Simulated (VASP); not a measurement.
Here is the system:

```xyz
8
Lattice="5.6473 0.0000 0.0000 0.0000 5.6473 0.0000 0.0000 0.0000 5.6720" Properties=species:S:1:pos:R:3 pbc="T T T"
In     0.0000     5.6473     0.0000
In     2.8237     2.8237     0.0000
P      1.4118     1.4118     1.5389
P      4.2355     4.2355     1.5389
P      4.2355     1.4118     4.1331
P      1.4118     4.2355     4.1331
Ga     2.8237     5.6473     2.8360
Ga     0.0000     2.8237     2.8360
```

All values below come from PBEsol GGA, VASP's PBE PAW potentials (set 64) (plane waves; VASP 6.6.1). Settings: 400 eV cut-off, 5×5×5 Γ-centred mesh, tetrahedra with Blöchl corrections, potentials In_d P Ga_d.

Unless said otherwise, spin-orbit coupling is left out, though it shifts the bands of the heavy elements here.

Question: Predict the energy per atom (σ→0), band gap (on the k-mesh) with the smallest direct gap where there is one.

Answer: 
* **band gap (on the k-mesh)**: 0.91 eV
* **smallest direct gap (on the k-mesh)**: 0.91 eV
* **energy per atom (σ→0)**: -4745 meV/atom

Only differences to runs with the same potentials and settings are physical.

The structure was generated: Ga2In2P4 was put into an ordered model structure (P-4m2), which need not be its known phase. It was relaxed first.
